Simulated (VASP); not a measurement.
Consider the following.

```xyz
3
Lattice="-1.6126 1.6126 3.9446 1.6126 -1.6126 3.9446 1.6126 1.6126 -3.9446" Properties=species:S:1:pos:R:3 pbc="T T T"
Si     0.0000     0.0000     5.2436
Si     1.6126     1.6126    -1.2990
Mo     0.0000     0.0000     7.8892
```

All values below come from PW91 GGA, VASP's PBE PAW potentials (set 64) (plane waves; VASP 6.6.1). Numerical set-up: 520 eV cut-off, 15×15×15 Γ-centred mesh, tetrahedra with Blöchl corrections, potentials Si Mo_sv.

The cores are frozen, which limits the accuracy of field gradients.

### Question
Give the principal components of the electric field gradient (V/Å²) and the asymmetry η at each nucleus.

### Answer

```csv
atom,Vxx,Vyy,Vzz,η
Si1,5.6,5.6,-11.3,0.00
Si2,5.6,5.6,-11.3,0.00
Mo3,29.4,29.4,-58.8,0.00
```

The compound is MoSi2 in the MoSi2 type structure. It was relaxed first.
